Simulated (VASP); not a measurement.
## Mo(100), as cut: electronic structure

Aim: model Mo(100) by a slab and find how far its highest filled level lies below the vacuum.

Calculated with VASP 6.6.1; LDA; plane waves and PAW (Mo).

### 1. The starting structure

The cell holds 7 atoms: 7 Mo. Its edges and angles: a = 3.150 Å, b = 3.150 Å, c = 27.450 Å, α = 90.0°, β = 90.0°, γ = 90.0°. Vacuum lies along c.

Coordinates:

```cif
data_structure
_symmetry_space_group_name_H-M 'P 1'
_symmetry_Int_Tables_number 1
_cell_length_a 3.1500
_cell_length_b 3.1500
_cell_length_c 27.4500
_cell_angle_alpha 90.000
_cell_angle_beta 90.000
_cell_angle_gamma 90.000
_cell_volume 272.37
loop_
_atom_site_label
_atom_site_type_symbol
_atom_site_fract_x
_atom_site_fract_y
_atom_site_fract_z
_atom_site_occupancy
Mo1 Mo 0.00000 0.00000 0.32787 1
Mo2 Mo 0.50000 0.50000 0.38525 1
Mo3 Mo 0.00000 0.00000 0.44262 1
Mo4 Mo 0.50000 0.50000 0.50000 1
Mo5 Mo 0.00000 0.00000 0.55738 1
Mo6 Mo 0.50000 0.50000 0.61475 1
Mo7 Mo 0.00000 0.00000 0.67213 1
```

### 2. Potential and states of the slab

A static run writes the electrostatic potential without exchange and correlation (LVHAR), which is flat in the vacuum and gives the level to count from. The dipole correction cancels the field that unlike faces would set up across the vacuum.

The input, INCAR:

```
SYSTEM = Mo
PREC = Normal
ENCUT = 300
EDIFF = 1E-06
NELM = 120
ISMEAR = -1
SIGMA = 0.1
LREAL = .FALSE.
ALGO = Fast
GGA = CA
NBANDS = 39
LORBIT = 11
LWAVE = .FALSE.
LCHARG = .TRUE.
IDIPOL = 3
LDIPOL = .TRUE.
DIPOL = 0.5 0.5 0.5
LVHAR = .TRUE.
LVACPOTAV = .TRUE.
LELF = .TRUE.
NEDOS = 1500
```

The input, POSCAR:

```
Mo
1.0
    3.1500000000      0.0000000000      0.0000000000
    0.0000000000      3.1500000000      0.0000000000
    0.0000000000      0.0000000000     27.4500000000
Mo
7
Direct
    0.0000000000      0.0000000000      0.3278688525
    0.5000000000      0.5000000000      0.3852459016
    0.0000000000      0.0000000000      0.4426229508
    0.5000000000      0.5000000000      0.5000000000
    0.0000000000      0.0000000000      0.5573770492
    0.5000000000      0.5000000000      0.6147540984
    0.0000000000      0.0000000000      0.6721311475
```

The input, KPOINTS:

```
Automatic mesh
0
Gamma
13 13 1
0 0 0
```

The input, KPOINTS_OPT:

```
Line mode
14
Line-mode
Reciprocal
  0.50000000   0.50000000   0.00000000 M
  0.00000000   0.00000000   0.00000000 GAMMA

  0.00000000   0.00000000   0.00000000 GAMMA
  0.00000000   0.50000000   0.00000000 X

  0.00000000   0.50000000   0.00000000 X
  0.50000000   0.50000000   0.00000000 M
```

The projector-augmented-wave data sets are Mo (LDA family, release 64).

On the command line:

```console
> mpirun -np 2 vasp_std
```

Output:

```text
[banner, memory and clock lines left out]
running    2 mpi-ranks, on    1 nodes
 distrk:  each k-point on    2 cores,    1 groups
 distr:  one band on    1 cores,    2 groups

 POSCAR found type information on POSCAR Mo
 POSCAR found :  1 types and       7 ions
 LDA part: xc-table for (Slater(with rela. corr.)+CA(PZ))
 , standard interpolation
|                                                                             |
|           W    W    AA    RRRRR   N    N  II  N    N   GGGG   !!!           |
|           W    W   A  A   R    R  NN   N  II  NN   N  G    G  !!!           |
|           W    W  A    A  R    R  N N  N  II  N N  N  G       !!!           |
|           W WW W  AAAAAA  RRRRR   N  N N  II  N  N N  G  GGG   !            |
|           WW  WW  A    A  R   R   N   NN  II  N   NN  G    G                |
|           W    W  A    A  R    R  N    N  II  N    N   GGGG   !!!           |
|                                                                             |
|     The number of bands has been changed from the values supplied in        |
|     The orbitals not found in the WAVECAR file will be initialized with     |
|     random numbers, which is usually adequate. For correlated               |
|     calculations, however, you should redo the groundstate calculation.     |
|     I found NBANDS = 39. Now, NBANDS = 40.                                  |
|                                                                             |

 POSCAR, INCAR and KPOINTS ok, starting setup
 FFT: planning ... GRIDC
 FFT: planning ... GRID_SOFT
 FFT: planning ... GRID
 WAVECAR not read
 entering main loop
       N       E                     dE             d eps       ncg     rms          rms(c)
DAV:   1     0.117754927848E+03    0.11775E+03   -0.11827E+04  2248   0.542E+02
DAV:   2    -0.745658492999E+02   -0.19232E+03   -0.17198E+03  2968   0.151E+02
DAV:   3    -0.874034570478E+02   -0.12838E+02   -0.11821E+02  2848   0.367E+01
DAV:   4    -0.878212173657E+02   -0.41776E+00   -0.40874E+00  2864   0.704E+00
DAV:   5    -0.878331157303E+02   -0.11898E-01   -0.11877E-01  3024   0.107E+00    0.355E+01
RMM:   6    -0.101363927647E+03   -0.13531E+02   -0.27961E+01  2664   0.150E+01    0.271E+01
RMM:   7    -0.113675999345E+03   -0.12312E+02   -0.25428E+01  2892   0.127E+01    0.315E+01
RMM:   8    -0.885539938294E+02    0.25122E+02   -0.16337E+01  2398   0.112E+01    0.175E+01
RMM:   9    -0.808281746598E+02    0.77258E+01   -0.52456E+00  2253   0.727E+00    0.553E+00
RMM:  10    -0.805613023457E+02    0.26687E+00   -0.10502E+00  2517   0.289E+00    0.453E+00
RMM:  11    -0.806088655488E+02   -0.47563E-01   -0.16560E-01  2858   0.114E+00    0.467E+00
RMM:  12    -0.803686858559E+02    0.24018E+00   -0.32742E-01  2557   0.175E+00    0.275E+00
RMM:  13    -0.803176779511E+02    0.51008E-01   -0.19877E-01  2535   0.132E+00    0.185E+00
RMM:  14    -0.803037316711E+02    0.13946E-01   -0.21165E-02  2700   0.530E-01    0.145E+00
RMM:  15    -0.802928411748E+02    0.10890E-01   -0.25911E-02  2594   0.489E-01    0.974E-01
RMM:  16    -0.802884227387E+02    0.44184E-02   -0.18196E-02  2421   0.477E-01    0.357E-01
RMM:  17    -0.802902231739E+02   -0.18004E-02   -0.75198E-03  2579   0.223E-01    0.429E-01
RMM:  18    -0.802877572419E+02    0.24659E-02   -0.24350E-03  2450   0.186E-01    0.160E-01
RMM:  19    -0.802875522489E+02    0.20499E-03   -0.19000E-03  2512   0.133E-01    0.510E-02
RMM:  20    -0.802877205552E+02   -0.16831E-03   -0.25180E-04  2764   0.594E-02    0.198E-02
RMM:  21    -0.802879971517E+02   -0.27660E-03   -0.14198E-04  2823   0.260E-02    0.227E-02
RMM:  22    -0.802881345710E+02   -0.13742E-03   -0.12392E-04  2704   0.322E-02    0.448E-02
RMM:  23    -0.802881354010E+02   -0.83004E-06   -0.49187E-05  2542   0.257E-02    0.131E-02
RMM:  24    -0.802881477574E+02   -0.12356E-04   -0.14777E-05  2658   0.102E-02    0.449E-03
RMM:  25    -0.802881539873E+02   -0.62299E-05   -0.37029E-06  2319   0.488E-03    0.281E-03
RMM:  26    -0.802881627675E+02   -0.87802E-05   -0.12836E-06  1812   0.269E-03    0.221E-03
RMM:  27    -0.802881642612E+02   -0.14937E-05   -0.60379E-07  1671   0.185E-03    0.173E-03
RMM:  28    -0.802881682228E+02   -0.39616E-05   -0.26976E-07  1428   0.129E-03    0.110E-03
RMM:  29    -0.802881689400E+02   -0.71720E-06   -0.51051E-08   790   0.688E-04
|                                                                             |
|           W    W    AA    RRRRR   N    N  II  N    N   GGGG   !!!           |
|           W    W   A  A   R    R  NN   N  II  NN   N  G    G  !!!           |
|           W    W  A    A  R    R  N N  N  II  N N  N  G       !!!           |
|           W WW W  AAAAAA  RRRRR   N  N N  II  N  N N  G  GGG   !            |
|           WW  WW  A    A  R   R   N   NN  II  N   NN  G    G                |
|           W    W  A    A  R    R  N    N  II  N    N   GGGG   !!!           |
|                                                                             |
|     Did not find any points to average over, which means that no vacuum     |
|     field-free region was found. Please increase the size of  your cell     |
|     in the dimension of the dipole correction to obtain accurate            |
|     workfunction values.                                                    |
|                                                                             |

   1 F= -.80288169E+02 E0= -.80167295E+02  d E =-.241748E+00
 Start KPOINTS_OPT (optional k-point list driver)
k-point batch [1-28\42]
       N       E                     dE             ncg
DAV:   1     0.248135848557E+04   -0.13719E+05     2256
DAV:   2    -0.243171824686E+04   -0.49131E+04     2896
DAV:   3    -0.280666726045E+04   -0.37495E+03     3120
DAV:   4    -0.282042829402E+04   -0.13761E+02     2776
DAV:   5    -0.282085158481E+04   -0.42329E+00     3128
DAV:   6    -0.282086149543E+04   -0.99106E-02     3096
DAV:   7    -0.282086165984E+04   -0.16440E-03     3064
DAV:   8    -0.282086166352E+04   -0.36789E-05     2480
DAV:   9    -0.282086166375E+04   -0.23268E-06     1888
k-point batch [29-42\42]
       N       E                     dE             ncg
DAV:   1     0.737300553866E+04   -0.15383E+05     1120
DAV:   2     0.490883869597E+04   -0.24642E+04     1616
DAV:   3     0.473279424649E+04   -0.17604E+03     1360
DAV:   4     0.472785787375E+04   -0.49364E+01     1528
DAV:   5     0.472776420580E+04   -0.93668E-01     1392
DAV:   6     0.472776076731E+04   -0.34385E-02     1544
DAV:   7     0.472776070936E+04   -0.57948E-04     1400
DAV:   8     0.472776070692E+04   -0.24439E-05     1176
DAV:   9     0.472776070677E+04   -0.14617E-06      960
```

Wall time 1.9 min (2 MPI ranks of AMD EPYC 7R43, shared host); peak memory 0.36 GiB.

Lines that name or quote the potential files are left out of all logs, and their timing lines are given in words.

From OUTCAR (step 2):

```text
ion  position               nearest neighbor table
   1  0.000  0.000  0.328-   2 2.73   2 2.73   2 2.73   2 2.73   3 3.15
   2  0.500  0.500  0.385-   1 2.73   1 2.73   1 2.73   1 2.73   3 2.73   3 2.73   3 2.73   3 2.73
                             4 3.15
   3  0.000  0.000  0.443-   2 2.73   4 2.73   2 2.73   4 2.73   2 2.73   4 2.73   2 2.73   4 2.73
                             1 3.15   5 3.15
   4  0.500  0.500  0.500-   3 2.73   5 2.73   3 2.73   5 2.73   3 2.73   5 2.73   3 2.73   5 2.73
                             2 3.15   6 3.15
   5  0.000  0.000  0.557-   4 2.73   6 2.73   4 2.73   6 2.73   4 2.73   6 2.73   4 2.73   6 2.73
                             7 3.15   3 3.15
   6  0.500  0.500  0.615-   7 2.73   7 2.73   7 2.73   7 2.73   5 2.73   5 2.73   5 2.73   5 2.73
                             4 3.15
   7  0.000  0.000  0.672-   6 2.73   6 2.73   6 2.73   6 2.73   5 3.15

  LATTYP: Found a simple tetragonal cell.
 ALAT       =     3.1500000000
 C/A-ratio  =     8.7142857143

 Subroutine GETGRP returns: Found 16 space group operations
 (whereof 16 operations were pure point group operations)

The static configuration has the point symmetry D_4h.

 Found     28 irreducible k-points:

   k-points           NKPTS =     28   k-points in BZ     NKDIM =     28   number of bands    NBANDS=     40

   dimension x,y,z NGX =    14 NGY =   14 NGZ =  120
   dimension x,y,z NGXF=    28 NGYF=   28 NGZF=  240

   ENCUT  =  300.0 eV  22.05 Ry    4.70 a.u.   4.45  4.45 38.77*2*pi/ulx,y,z

   NELECT =      42.0000    total number of electrons

 k-points in reciprocal lattice and weights: Automatic mesh
   0.00000000  0.00000000  0.00000000       0.006
   0.07692308  0.00000000  0.00000000       0.024
   0.15384615  0.00000000  0.00000000       0.024
   0.23076923  0.00000000  0.00000000       0.024
   0.30769231  0.00000000  0.00000000       0.024
   0.38461538  0.00000000  0.00000000       0.024
   0.46153846  0.00000000  0.00000000       0.024
   0.07692308  0.07692308  0.00000000       0.024
   0.15384615  0.07692308  0.00000000       0.047
[...]
0.46153846  0.38461538  0.00000000       0.047
   0.46153846  0.46153846  0.00000000       0.024

 dipolmoment           0.000000      0.000000     -0.000000 electrons x Angstroem

 average (electrostatic) potential at core
       1 -43.2660       2 -43.4394       3 -43.5702       4 -43.4215       5 -43.5702
       6 -43.4394       7 -43.2660

 E-fermi :   0.1936

 k-point     1 :       0.0000    0.0000    0.0000
  band No.  band energies     occupation
    ...
     20      -0.3871      1.99401
     21       0.0692      1.55276
     22       0.0692      1.55276
     23       0.1036      1.42201
     24       0.1069      1.40848
     25       0.4856      0.10240
     26       0.5463      0.05712
     27       1.0763      0.00029
     28       1.0763      0.00029
     29       1.4312      0.00001
    ...

 k-point     2 :       0.0769    0.0000    0.0000
  band No.  band energies     occupation
    ...
     19      -0.4616      1.99715
     20      -0.1859      1.95602
     21      -0.1359      1.92853
     22      -0.0949      1.89428
     23       0.1099      1.39579
     24       0.4763      0.11178
     25       0.6255      0.02630
     26       0.6985      0.01276
     27       0.8154      0.00398
     28       1.1214      0.00019
    ...

 k-point     3 :       0.1538    0.0000    0.0000
  band No.  band energies     occupation
    ...
     18      -0.5171      1.99836
     19      -0.4562      1.99699
     20      -0.2533      1.97736
     21      -0.1603      1.94360
     22       0.1920      1.00828
     23       0.3148      0.45892
     24       0.6744      0.01621
     25       0.8430      0.00302
     26       0.8640      0.00245
     27       0.8917      0.00186
    ...

  Total      -15.8134029    -15.8134029    -12.7622313      0.0000000      0.0000000      0.0000000
  in kB      -93.0191705    -93.0191705    -75.0712655      0.0000000      0.0000000      0.0000000
  external PRESSURE =     -87.0365355 kB  Pullay stress =       0.0000000 kB

  energy-cutoff  :      300.00
  volume of cell :      272.37
      direct lattice vectors                 reciprocal lattice vectors
     3.150000000  0.000000000  0.000000000     0.317460317  0.000000000  0.000000000
     0.000000000  3.150000000  0.000000000     0.000000000  0.317460317  0.000000000
     0.000000000  0.000000000 27.450000000     0.000000000  0.000000000  0.036429872

 POSITION                                       TOTAL-FORCE (eV/Angst)
 -----------------------------------------------------------------------------------
      0.00000      0.00000      9.00000         0.000000      0.000000      2.213353
      1.57500      1.57500     10.57500         0.000000     -0.000000     -1.254106
      0.00000      0.00000     12.15000         0.000000      0.000000     -0.194944
      1.57500      1.57500     13.72500         0.000000      0.000000      0.000000
      0.00000      0.00000     15.30000         0.000000      0.000000      0.194944
      1.57500      1.57500     16.87500        -0.000000     -0.000000      1.254106
      0.00000      0.00000     18.45000        -0.000000     -0.000000     -2.213353
 -----------------------------------------------------------------------------------
    total drift:                                0.000000      0.000000     -0.000000

  FREE ENERGIE OF THE ION-ELECTRON SYSTEM (eV)
  ---------------------------------------------------
  free  energy   TOTEN  =       -80.2881689400 eV

  energy  without entropy=      -80.0464205348  energy(sigma->0) =      -80.16729474

 vacuum level on the upper side and lower side of the slab         4.484         4.484

 total charge
# of ion       s       p       d       tot
------------------------------------------
    1        0.460   0.279   4.255   4.994
    2        0.523   0.532   4.326   5.380
    3        0.521   0.556   4.324   5.401
    4        0.520   0.557   4.348   5.426
    5        0.521   0.556   4.324   5.401
    6        0.523   0.532   4.326   5.380
    7        0.460   0.279   4.255   4.994
--------------------------------------------------
tot          3.528   3.291  30.158  36.977

[... 3 further parts left out ...]
```

The data set Mo keeps the semicore shell frozen, which is cheaper and a little less accurate.

This step gave:

| Quantity | Value |
| --- | --- |
| electronic cycles | 29 |
| electrons | 42 |
| free energy (TOTEN) | -80.2882 eV |
| energy at zero smearing | -80.1673 eV |
| Fermi energy | 0.1936 eV |
| labelled metallic, from the levels on this mesh | yes |
| DOS at the Fermi level | 7.506 states/eV/cell |
| dipole moment | 0, 0, 0 e·Å |
| vacuum levels | 4.484, 4.484 eV |
| work functions of the upper and lower face | 4.290, 4.290 eV |

Electronic bands along the path, in eV, zero at the Fermi level; # counts the bands kept:

```csv
point,#18,#19,#20,#21,#22,#23,#24,#25
M,0.17,0.17,1.49,1.49,1.83,1.84,2.15,2.17
0.54 of the way,-1.70,-1.14,-0.35,-0.34,-0.14,-0.02,0.77,0.98
Γ,-0.76,-0.76,-0.58,-0.12,-0.12,-0.09,-0.09,0.29
0.54 of the way,-0.94,-0.81,-0.75,-0.56,0.45,0.46,0.59,0.60
X,-0.70,-0.43,-0.20,-0.17,0.17,0.54,0.61,1.05
0.54 of the way,-1.17,-0.79,-0.21,-0.11,0.70,0.87,1.27,1.28
M,0.17,0.17,1.49,1.49,1.83,1.84,2.15,2.17
```

The density of states has structure finer than the step of the table below, so its rows give means over 1 eV, whole bins alone (the curve runs from -7.78 to 8.00 eV). Peaks (eV: height): total -3.0: 11.4, -0.5: 8.77, 1.4: 13.2; Mo s -4.4: 1.55, -1.6: 0.369; Mo p -2.9: 0.709, -1.6: 1.18, 3.2: 0.481, 5.4: 0.264; Mo d -2.9: 9.29, -0.5: 6.74, 1.5: 11.1, 2.3: 10.9.

Density of states against energy, zero at the Fermi level; means over each step; values in states/eV/cell:

```csv
energy (eV),total,Mo s,Mo p,Mo d
-7,0.0892,0.0665,0.00274,3.0e-4
-6,0.486,0.327,0.0350,0.0186
-5,3.38,0.935,0.193,1.78
-4,7.59,1.14,0.495,4.98
-3,10.2,0.492,0.642,8.02
-2,9.19,0.285,0.852,7.14
-1,7.22,0.200,0.779,5.31
0,7.22,0.144,0.546,5.39
1,10.2,0.151,0.512,8.32
2,11.4,0.126,0.383,10.1
3,6.91,0.165,0.404,5.76
4,3.53,0.118,0.298,2.65
5,1.46,0.0832,0.202,0.766
6,0.865,0.0471,0.169,0.407
7,0.236,0.0154,0.0541,0.0917
```

The planar average of the electrostatic potential oscillates, so the rows of the table below give means over windows of 1.6 Å about each position, cut where the curve ends. Its maxima inside the range that stand out by 2 % of the span (Å: eV): 9.8: -5.74, 11.3: -6.29, 12.9: -6.20, 14.5: -6.20, 16.1: -6.29, 17.6: -5.74. Its minima: 9.0: -6.75, 10.6: -7.32, 12.1: -7.43, 13.7: -7.31, 15.3: -7.43, 16.8: -7.32, 18.4: -6.75.

Zero at the Fermi level. Planar average of the electrostatic potential against height; means over each step:

```csv
height (Å),planar average of the electrostatic potential (eV)
0.80,4.29
2.40,4.29
4.00,4.29
5.60,4.26
7.20,3.16
8.80,-4.83
10.40,-6.53
12.00,-6.78
13.60,-6.67
15.20,-6.77
16.80,-6.61
18.40,-5.58
20.00,2.37
21.60,4.24
23.20,4.29
24.80,4.29
26.40,4.29
```

Density of states in the PAW spheres, an atom over height of the layer and energy from the Fermi level.

Ten even steps from '0' (0.00 states/eV) to '9' (2.05 states/eV), each cell a mean:
```
5232325
8222228
9223229
7323237
4334334
5566655
5555555
5654565
5766675
4876784
4654564
2565652
1465641
0345430
0122210
0000000
0000000
0000000
0000000
0000000
0000000
0000000
```
Columns: height of the layer (Å) from 9 to 18.4; rows upwards: energy from the Fermi level (eV) from -7.9 to 0.5.

Force by atom:

```csv
atom,x (eV/Å),y (eV/Å),z (eV/Å),size
Mo1,0.00,0.00,2.21,2.21
Mo2,0.00,0.00,-1.25,1.25
Mo3,0.00,0.00,-0.19,0.19
Mo4,0.00,0.00,0.00,0.00
Mo5,0.00,0.00,0.19,0.19
Mo6,0.00,0.00,1.25,1.25
Mo7,0.00,0.00,-2.21,2.21
```

[end of part 1 of 2]

[Lines on the potential files, build, host, timing and source positions are cut from VASP's logs without a mark.]

[Logs are printed without paths, hosts, clocks, repeated set-up lines and the standing remarks that a program may print on its own settings, such as how far it seeks lower states.]

[Hosts, paths, dates, database ids (printed as entryN), source tags and the programs' standing remarks are cut or masked in the printed files.]

[In band tables of VASP the shares of atoms and orbitals are scaled to a sum of 1 inside the atoms' spheres.]

[Runs that stopped without an error message from VASP are left out.]
